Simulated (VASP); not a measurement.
Data:

```yaml
crystal:
  lattice:
    - [4.10090, 0.00000, 0.00000]
    - [0.00000, 4.10090, 0.00000]
    - [0.00000, 0.00000, 4.10090]
  atoms:
    - { symbol: Ir, position: [0.00000, 0.00000, 0.00000] }
    - { symbol: Ba, position: [0.50000, 0.50000, 0.50000] }
    - { symbol: O, position: [0.50000, 0.00000, 0.00000] }
    - { symbol: O, position: [0.00000, 0.50000, 0.00000] }
    - { symbol: O, position: [0.00000, 0.00000, 0.50000] }
```

Level of theory: PBEsol GGA, VASP's PBE PAW potentials (set 64) (plane waves; VASP). Settings: 400 eV cut-off, 7×7×7 Γ-centred mesh, Gaussian smearing of 0.27 eV, potentials Ir Ba_sv O.

At this cut-off the stress carries a Pulay error, which pulls relaxed volumes low. Unless said otherwise, spin-orbit coupling is left out, though it shifts the bands of the heavy elements here.

**Question.** Predict the energy per atom (σ→0), pressure, band gap (on the k-mesh) with the smallest direct gap where there is one.

**Answer.** 
- band gap (on the k-mesh): none (metal, semimetal or under 0.01 eV)
- energy per atom (σ→0): -7.037 eV/atom
- pressure: -12.92 GPa

Total energies compare only between runs with the same potentials, cut-off and functional.

The structure comes from a measured BaIrO3 entry of the Crystallography Open Database, whose conditions weren't checked. The cell was not relaxed at this level. The electron count is odd and the run is not spin-polarised, which forces a metal.
